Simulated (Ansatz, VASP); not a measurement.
# Cross-check of W (Tungsten) between VASP and Ansatz

Aim: how closely do two programs agree when they are given the same cell, functional and k mesh? The cell is taken from a series of runs on this material, whose earlier steps may have relaxed, scaled, displaced or heated it; both programs get it as it stands.

Calculated with Ansatz 0.2.0; plane waves, with VASP 6.6.1 beside it; relaxation of cell and atoms at LDA.

**1. The starting structure**

The structure is cubic, space group Im-3m (No. 229). Conventional cell: a = 3.138 Å, b = 3.138 Å, c = 3.138 Å, α = 90.00°, β = 90.00°, γ = 90.00°. Nearest to W lie 8 W at 2.72 Å.

Coordinates:

```cif
data_structure
_symmetry_space_group_name_H-M 'P 1'
_symmetry_Int_Tables_number 1
_cell_length_a 2.7175
_cell_length_b 2.7175
_cell_length_c 2.7175
_cell_angle_alpha 109.471
_cell_angle_beta 109.471
_cell_angle_gamma 109.471
_cell_volume 15.45
loop_
_atom_site_label
_atom_site_type_symbol
_atom_site_fract_x
_atom_site_fract_y
_atom_site_fract_z
_atom_site_occupancy
W1 W 0.00000 0.00000 0.00000 1
```

**2. VASP: relaxation of cell and atoms, LDA, pair 1**

The relaxed volume is the usual yardstick between codes: in a stiff, nearly cubic crystal its relative difference is about their pressure difference at one cell divided by the bulk modulus.

Lines of VASP's logs that name or quote its potential files are left out, and so is its time.

Contents of INCAR:

```
SYSTEM = W
PREC = Accurate
ENCUT = 600
EDIFF = 1E-07
NELM = 120
ISMEAR = 0
SIGMA = 0.1
LREAL = .FALSE.
ALGO = Normal
GGA = CA
NBANDS = 9
LASPH = .TRUE.
LORBIT = 11
LWAVE = .FALSE.
LCHARG = .FALSE.
ISIF = 3
IBRION = 2
NSW = 80
EDIFFG = -0.005
GGA_COMPAT = .FALSE.
NELMIN = 4
```

Contents of POSCAR:

```
W
1.0
   -1.5689520000      1.5689520000      1.5689520000
    1.5689520000     -1.5689520000      1.5689520000
    1.5689520000      1.5689520000     -1.5689520000
W
1
Direct
    0.0000000000      0.0000000000      0.0000000000
```

Contents of KPOINTS:

```
Automatic mesh
0
Gamma
18 18 18
0 0 0
```

The projector-augmented-wave data sets are W (LDA family, release 64).

On the command line:

```
$ mpirun -np 1 vasp_std
```

Numbers of over 12 decimals in the logs are rounded to 6 here.

The log of the run:

```text
[banner, memory and clock lines left out]
running    1 mpi-ranks, on    1 nodes
 distrk:  each k-point on    1 cores,    1 groups
 distr:  one band on    1 cores,    1 groups

 POSCAR found type information on POSCAR W
 POSCAR found :  1 types and       1 ions
 LDA part: xc-table for (Slater(with rela. corr.)+CA(PZ))
 , standard interpolation
 POSCAR, INCAR and KPOINTS ok, starting setup
 FFT: planning ... GRIDC
 FFT: planning ... GRID_SOFT
 FFT: planning ... GRID
 WAVECAR not read
 entering main loop
       N       E                     dE             d eps       ncg     rms          rms(c)
DAV:   1     0.868761708119E+01    0.86876E+01   -0.32641E+03  3510   0.648E+02
DAV:   2    -0.144764028610E+02   -0.23164E+02   -0.22452E+02  4176   0.133E+02
DAV:   3    -0.149054512526E+02   -0.42905E+00   -0.42681E+00  4047   0.151E+01
DAV:   4    -0.149065644410E+02   -0.11132E-02   -0.11131E-02  4132   0.795E-01
DAV:   5    -0.149065659466E+02   -0.15055E-05   -0.15063E-05  3922   0.265E-02    0.210E+01
DAV:   6    -0.143947118775E+02    0.51185E+00   -0.37518E-01  3792   0.394E+00    0.101E+01
DAV:   7    -0.142056623508E+02    0.18905E+00   -0.38705E-01  3878   0.386E+00    0.284E-01
DAV:   8    -0.142027426314E+02    0.29197E-02   -0.26977E-03  3820   0.375E-01    0.782E-02
DAV:   9    -0.142026073486E+02    0.13528E-03   -0.13065E-04  4174   0.668E-02    0.251E-02
DAV:  10    -0.142026104159E+02   -0.30673E-05   -0.40998E-06  3987   0.127E-02    0.136E-02
DAV:  11    -0.142026103065E+02    0.10940E-06   -0.35161E-07  3774   0.472E-03    0.356E-03
DAV:  12    -0.142026103030E+02    0.34983E-08   -0.99465E-09  1983   0.732E-04
   1 F= -.14202610E+02 E0= -.14200809E+02  d E =-.142026E+02
 curvature:   0.00 expect dE= 0.000E+00 dE for cont linesearch  0.000E+00
 trial: gam= 0.00000 g(F)=  0.000E+00 g(S)=  0.992E-02 ort = 0.000E+00 (trialstep = 0.100E+01)
 search vector abs. value=  0.992E-02
 bond charge predicted
       N       E                     dE             d eps       ncg     rms          rms(c)
DAV:   1    -0.141974199277E+02    0.51904E-02   -0.49996E-01  3546   0.519E+00    0.217E+00
DAV:   2    -0.141905461788E+02    0.68737E-02   -0.63209E-03  3895   0.618E-01    0.932E-01
DAV:   3    -0.141883964559E+02    0.21497E-02   -0.48747E-03  4253   0.445E-01    0.170E-02
DAV:   4    -0.141884095517E+02   -0.13096E-04   -0.43820E-05  3983   0.446E-02    0.133E-02
DAV:   5    -0.141884220823E+02   -0.12531E-04   -0.30302E-05  4003   0.270E-02    0.411E-03
DAV:   6    -0.141884222451E+02   -0.16289E-06   -0.21399E-07  3732   0.350E-03    0.183E-03
DAV:   7    -0.141884223429E+02   -0.97763E-07   -0.59095E-08  2703   0.192E-03
   2 F= -.14188422E+02 E0= -.14186509E+02  d E =0.141880E-01
 trial-energy change:    0.014188  1 .order    0.014394   -0.009922    0.038710
 step:   0.2082(harm=  0.2040)  dis= 0.00000  next Energy=   -14.203645 (dE=-0.103E-02)
 bond charge predicted
       N       E                     dE             d eps       ncg     rms          rms(c)
DAV:   1    -0.142092391047E+02   -0.20817E-01   -0.30818E-01  3562   0.403E+00    0.172E+00
DAV:   2    -0.142049439114E+02    0.42952E-02   -0.43180E-03  3871   0.528E-01    0.732E-01
DAV:   3    -0.142036492494E+02    0.12947E-02   -0.30205E-03  4215   0.345E-01    0.156E-02
DAV:   4    -0.142036540151E+02   -0.47657E-05   -0.26031E-05  3981   0.346E-02    0.804E-03
DAV:   5    -0.142036615119E+02   -0.74968E-05   -0.20958E-05  3939   0.220E-02    0.317E-03
DAV:   6    -0.142036616277E+02   -0.11576E-06   -0.12106E-07  3668   0.275E-03    0.150E-03
DAV:   7    -0.142036617052E+02   -0.77544E-07   -0.46952E-08  2373   0.161E-03
   3 F= -.14203662E+02 E0= -.14201830E+02  d E =-.105140E-02
 curvature:  -0.10 expect dE=-0.186E-06 dE for cont linesearch -0.186E-06
 trial: gam=-0.01336 g(F)=  0.126E-65 g(S)=  0.182E-05 ort = 0.134E-03 (trialstep = 0.842E+00)
 search vector abs. value=  0.434E-09
 reached required accuracy - stopping structural energy minimisation
```

From OUTCAR (step 2):

```text
ion  position               nearest neighbor table
   1  0.000  0.000  0.000-

  LATTYP: Found a body centered cubic cell.
 ALAT       =     3.1379040000

 Subroutine GETGRP returns: Found 48 space group operations
 (whereof 48 operations were pure point group operations)

The static configuration has the point symmetry O_h .

 Found    195 irreducible k-points:

   k-points           NKPTS =    195   k-points in BZ     NKDIM =    195   number of bands    NBANDS=      9

   dimension x,y,z NGX =    24 NGY =   24 NGZ =   24
   dimension x,y,z NGXF=    48 NGYF=   48 NGZF=   48

   ENCUT  =  600.0 eV  44.10 Ry    6.64 a.u.   5.43  5.43  5.43*2*pi/ulx,y,z

   NELECT =       6.0000    total number of electrons

 k-points in reciprocal lattice and weights: Automatic mesh
   0.00000000  0.00000000  0.00000000       0.000
   0.05555556  0.00000000  0.00000000       0.002
   0.11111111  0.00000000  0.00000000       0.002
   0.16666667  0.00000000  0.00000000       0.002
   0.22222222  0.00000000  0.00000000       0.002
   0.27777778  0.00000000  0.00000000       0.002
   0.33333333  0.00000000  0.00000000       0.002
   0.38888889  0.00000000  0.00000000       0.002
   0.44444444  0.00000000  0.00000000       0.002
[...]
0.50000000  0.50000000  0.44444444       0.002
   0.50000000  0.50000000  0.50000000       0.000

 average (electrostatic) potential at core
       1 -37.7302

 E-fermi :   8.1862

 k-point     1 :       0.0000    0.0000    0.0000
  band No.  band energies     occupation
      1      -1.5298      2.00000
      2       6.8588      2.00000
      3       6.8588      2.00000
      4       6.8588      2.00000
      5      10.4422      0.00000
      6      10.4422      0.00000
      7      23.5744      0.00000
      8      23.5744      0.00000
      9      23.5744      0.00000

 k-point     2 :       0.0556    0.0000    0.0000
  band No.  band energies     occupation
      1      -1.3774      2.00000
      2       6.7642      2.00000
      3       6.8399      2.00000
      4       7.0113      2.00000
      5      10.2901      0.00000
      6      10.4444      0.00000
      7      23.7085      0.00000
      8      23.8395      0.00000
      9      23.9617      0.00000

 k-point     3 :       0.1111    0.0000    0.0000
  band No.  band energies     occupation
      1      -0.9368      2.00000
      2       6.5027      2.00000
      3       6.7549      2.00000
      4       7.4635      2.00000
      5       9.9646      0.00000
      6      10.4581      0.00000
      7      24.0441      0.00000
      8      24.6105      0.00000
      9      24.9500      0.00000

  Total       -0.0035473     -0.0035473     -0.0035473      0.0000000      0.0000000     -0.0000000
  in kB       -0.3708108     -0.3708108     -0.3708108      0.0000000      0.0000000     -0.0000000
  external PRESSURE =      -0.3708108 kB  Pullay stress =       0.0000000 kB

  energy-cutoff  :      600.00
  volume of cell :       15.33
      direct lattice vectors                 reciprocal lattice vectors
    -1.564825543  1.564825543  1.564825543     0.000000000  0.319524437  0.319524437
     1.564825543 -1.564825543  1.564825543     0.319524437  0.000000000  0.319524437
     1.564825543  1.564825543 -1.564825543     0.319524437  0.319524437  0.000000000

 POSITION                                       TOTAL-FORCE (eV/Angst)
 -----------------------------------------------------------------------------------
      0.00000      0.00000      0.00000         0.000000     -0.000000     -0.000000
 -----------------------------------------------------------------------------------
    total drift:                               -0.000000      0.000000      0.000000

  FREE ENERGIE OF THE ION-ELECTRON SYSTEM (eV)
  ---------------------------------------------------
  free  energy   TOTEN  =       -14.2036617052 eV

  energy  without entropy=      -14.1999988960  energy(sigma->0) =      -14.20183030

 reached required accuracy - stopping structural energy minimisation

 total charge
# of ion       s       p       d       tot
------------------------------------------
    1        0.693   0.740   4.240   5.673

[... 3 further parts left out ...]
```

CONTCAR:

```
W
   1.00000000000000
    -1.5648255432445317    1.5648255432445317    1.5648255432445317
     1.5648255432445317   -1.5648255432445317    1.5648255432445317
     1.5648255432445317    1.5648255432445317   -1.5648255432445317
  W
     1
Direct
     0.0000000000000000    0.0000000000000000    0.0000000000000000
```

The run keeps the 48 symmetry operations of its start, so it cannot find a distortion of lower symmetry.

**3. Ansatz: relaxation of cell and atoms, LDA, pair 1**

Ansatz runs on its PAW soft_1 files.

The same cell, functional (in two slightly different forms), mesh and smearing now go to Ansatz, which takes its cutoff from its data sets.

Contents of input.yaml:

```yaml
crystal:
  lattice:
    - [-1.5689519599, 1.5689519599, 1.5689519599]
    - [1.5689519599, -1.5689519599, 1.5689519599]
    - [1.5689519599, 1.5689519599, -1.5689519599]
  atoms:
    - { symbol: W, position: [0.0, 0.0, 0.0] }
kpoints:
  mp_grid: { grid: [18, 18, 18] }
hamiltonian:
  xc: lda
  pseudopotentials: { kind: paw, azcp: { folder: soft_1 }, xc_functional: pbe }
scf:
  occupations: { method: gaussian, width: 0.1 }
  lower_state_search: "off"
output:
  forces: true
  stress: true
  eigenvalues: true
relax:
  adjacent_minimum: "off"
  f_tol: 0.005
  max_steps: 80
  cell: { stress_tol: 0.05 }
```

On the command line:

```
$ ansatz run input.yaml --threads 8 --pin off --max-ram 16384MiB --backend cpu --events-out ev --progress --plain --runs-dir out
```

The log of the run:

```text
Engine: ansatz 0.2.0, aarch64-unknown-linux-gnu
Pseudopotentials: kind: paw
Pseudopotential: W, paw, valence charge 14, recommended cutoff 420 eV (normal), soft_1/W.paw.azcp
Functional definition: SPW92
  exchange = slater_x
  correlation = pw_c
Crystal: 1 atoms, lattice volume = 15.449 Å³
Basis set: ecut = 420 eV, 321 PW (Γ)
Bands: 11, of which v1, the nominal top of the filled ones, is band 7 counted from 1 (6 counted from 0)
Symmetry: 48 space group operations
Space group: Im-3m (ITA 229), of the structure as read, at distance tolerance 2.5e-5 Å
k-points: 195 of 5832
Non-local potential: W, projectors of the file, l = 0: 3, l = 1: 2, l = 2: 2, l = 3: 1
PAW form: soft (Blöchl's): semilocal exchange-correlation on the pseudo side does not see the compensation charge
PAW frozen core: W, regenerated for the run's functional, and the local potential with it (the file was generated under x = pbe(κ = 0.804, μ = 0.219515), c = pbe(β = 0.066725))
PAW one-centre angular grid: W, 590 points (default); XC on 64 Gauss nodes
Initial density: superposition of atomic densities (chi_scale 0.1, normalization cell)
Initial wavefunctions: pseudopotential atomic-orbital guess
Functional: x = slater, c = lda
SCF iter   1: F=—  HF=-10130.883891 eV  |F-HF|=—  |Δ(HF+E_count)|=         —  Δρ=6.10e-2  dr2=4.70e-1  ethr=3.10e-3  ⟨swp⟩=5.0  Hψ=11195  notcnv=0
preconditioner: auto → none  [metal: Δε(μ)=0.018 eV  Ē_g=9.466 eV  σ=0.100 eV  W_gap=0.10  n_scr=0 (ndim 8)  ℏωp=23.1 eV  f_vac=0.000  D(μ)=0.71/eV (n_scr^D=12)]
SCF iter   2: F=—  HF=-10130.694240 eV  |F-HF|=—  |Δ(HF+E_count)|=   1.90e-1  Δρ=2.19e-2  dr2=3.10e-2  ethr=3.10e-3  ⟨swp⟩=2.6  Hψ=4989  notcnv=0  defer=15
SCF iter   3: F=—  HF=-10130.683459 eV  |F-HF|=—  |Δ(HF+E_count)|=   1.08e-2  Δρ=5.97e-3  dr2=1.67e-3  ethr=2.21e-4  ⟨swp⟩=2.5  Hψ=2744  notcnv=0  defer=15
SCF iter   4: F=—  HF=-10130.682822 eV  |F-HF|=—  |Δ(HF+E_count)|=   6.37e-4  Δρ=1.75e-4  dr2=1.17e-6  ethr=1.19e-5  ⟨swp⟩=1.0  Hψ=2130  notcnv=0  defer=15
SCF iter   5: F=—  HF=-10130.682820 eV  |F-HF|=—  |Δ(HF+E_count)|=   2.07e-6  Δρ=2.93e-5  dr2=4.79e-8  ethr=7.14e-10  ⟨swp⟩=6.4  Hψ=10737  notcnv=0
SCF iter   6: F=-10130.682820 eV  HF=-10130.682820 eV  |F-HF|=7.09e-11  |Δ(HF+E_count)|=   2.07e-8  Δρ=9.85e-7  dr2=1.09e-10  ethr=3.42e-10  ⟨swp⟩=2.0  Hψ=6911  notcnv=0
SCF 1 converged in 6 iterations: F = -10130.682820 eV  dr2 = 1.09e-10
  greatest PAW one-centre occupation: 0.999 electrons in one spin orbital (limit 2), on the W atom at site 0 (counted from 0), in its partial waves of l = 0
relax step   1: F+E_penalty+E_count = -10130.68281953 eV  Δ(F+E_penalty+E_count) = +0.000e0 eV  max|allowed force component| = 0.000e0 eV/Å  Δτ_max = 0.0000 Å  P = -0.564 GPa  Ω = 15.449 Å³  (6 SCF iters, dr2 threshold 1.00e-7 eV, accepted)
[...]
relax step   2: F+E_penalty+E_count = -10130.68259705 eV  Δ(F+E_penalty+E_count) = +2.225e-4 eV  max|allowed force component| = 0.000e0 eV/Å  Δτ_max = 0.0000 Å  P = +1.458 GPa  Ω = 15.356 Å³  energy of the carried Pulay correction = +3.177e-5 eV  (3 SCF iters, dr2 threshold 1.00e-7 eV, rejected (line search))
[...]
relax step   3: F+E_penalty+E_count = -10130.68287418 eV  Δ(F+E_penalty+E_count) = -5.465e-5 eV  max|allowed force component| = 0.000e0 eV/Å  Δτ_max = 0.0000 Å  P = -0.003 GPa  Ω = 15.423 Å³  energy of the carried Pulay correction = +8.882e-6 eV  (4 SCF iters, accepted)
[...]
relax step   4: F+E_penalty+E_count = -10130.68286293 eV  Δ(F+E_penalty+E_count) = +1.125e-5 eV  max|allowed force component| = 0.000e0 eV/Å  Δτ_max = 0.0000 Å  P = -0.004 GPa  Ω = 15.423 Å³  stress off target by 3.57e-3 GPa  SCF on the basis re-selected at this cell (its energy is not comparable with the rows above)  (3 SCF iters)
basis re-selected at this cell: Δ(F+E_penalty+E_count) = +1.125e-5 eV, ΔP = -0.000 GPa vs the last step (what re-selecting the basis moved, of the pressure what is left beyond the Pulay correction that the steps carried, after the strain that the cell walked since its last selection, with what the two solves' SCF thresholds leave and, on support functions, any second-order correction that the steps lacked; it is no measure of the basis error at this ecutwfc). This SCF's stress stands 3.57e-3 GPa from its target on what of the cell is left free (relax.cell.stress_tol is 5.00e-2 GPa) and its largest allowed force component is 0.00e0 eV/Å (relax.f_tol is 5.00e-3 eV/Å): [rest of the remark cut]
SCF converged after 3 iterations
Free energy (F): -10130.682863 eV
Harris-Foulkes:  -10130.682863 eV  (|F-HF|=9.09e-12)
Internal energy: -10130.679198 eV  (E = F + TS)
E sigma→0 (E₀):  -10130.681030 eV
Entropy (-TS):   -0.003665 eV (-3.665 meV/atom)
Fermi energy:    22.751177 eV
--- Per-component energies (eV) ---
  E_band       = -79.465105
  E_kinetic    = 423.659673
  E_local      = -529.073508  (includes V_loc(G=0)·N_el)
  E_nonlocal   = -19.643041
  E_hartree    = 222.845614
  E_xc         = -266.494020
  E_vxc        = -232.286510  (∫ρ·V_xc dr)
  E_paw        = -8324.723895  (= ΣΔE_a)
  E_vpaw       = -167.813089  (= ΣTr[D̂ρ^β])
  E_aug_tail   = 0.000147  (compensation charges beyond the density's cutoff)
  E_ewald      = -1637.533417
  E_core_change = 0.283249  (= ΣΔE_core)
  E_smearing   = -0.003665  (= −TS)
  E_closure    = 0.000000  (closes the sum)
  Σ components = -10130.682863   (vs F -10130.682863, Δ=0.00e0)
--- Forces (eV/Å), atoms counted from 1 ---
  atom   1  W      0.00000000     0.00000000    -0.00000000
  max |Σ_I F_I| component: 4.93e-32 eV/Å
--- Stress (GPa, compression-positive) ---
       -0.003571      -0.000000      -0.000000
       -0.000000      -0.003571       0.000000
        0.000000      -0.000000      -0.003571
  P = ⅓ Tr σ = -0.0036 GPa (-0.036 kbar)
--- Band table (eV; the first three rows and the last of 195) ---
  k-point 0: bands = [... 3 lower, -14.8351, 13.0193, 21.4521, 21.4521, 21.4521, 25.0112, 25.0112, 37.4286]
  k-point 1: bands = [... 3 lower, -14.8354, 13.1752, 21.3578, 21.4328, 21.6028, 24.8577, 25.0126, 37.5620]
  k-point 2: bands = [... 3 lower, -14.8361, 13.6244, 21.0974, 21.3467, 22.0500, 24.5309, 25.0244, 37.9001]
  k-point 194: bands = [... 3 lower, -15.8252, 16.6982, 16.6982, 28.1059, 28.1059, 28.1059, 31.3121, 31.3121]
--- Relaxed structure (3 steps of the walk, 2 accepted, 1 SCFs on fresh bases) ---
  F+E_penalty+E_count = -10130.68286293 eV   max|allowed force component| = 0.000e0 eV/Å   (the final SCF, on the basis selected at the relaxed cell)
  cell:  # Å, volume = 15.4228 Å³
    - [-1.568078, 1.568078, 1.568078]
    - [1.568078, -1.568078, 1.568078]
    - [1.568078, 1.568078, -1.568078]
  atoms:
    - { symbol: W, position: [0.0, 0.0, 0.0] }
```

In the SCF lines HF is the Harris–Foulkes energy and dr2 the Hartree energy of the density residual, in eV; the loop may stop once dr2 is under the threshold and the program's other checks hold. Hψ counts applications of the Hamiltonian.

**4. Side by side**

Known differences besides the potentials themselves: the two LDA forms differ slightly; the data sets hold 14 valence electrons in Ansatz (on its PAW soft_1 files) and 6 in VASP; the cutoff is 420 eV in Ansatz and 600 eV in VASP; VASP's log shows a relativistic correction to its local exchange, Ansatz's none; Ansatz adds a Pulay correction to the stress that steers its cell, VASP none. Total energies have different zeros and are not compared.

Compared:

```
                                         quantity  Ansatz   VASP  difference
                                      volume (Å³)   15.42  15.33     +0.62 %
edge a after relaxation, in the typed setting (Å)   2.716  2.710     +0.21 %
```

[end of part 1 of 2]

[Lines on the potential files, build, host, timing and source positions are cut from VASP's logs without a mark.]

[Logs are printed without paths, hosts, clocks, repeated set-up lines and the standing remarks that a program may print on its own settings, such as how far it seeks lower states.]

[Hosts, paths, dates, database ids (printed as entryN), source tags and the programs' standing remarks are cut or masked in the printed files.]
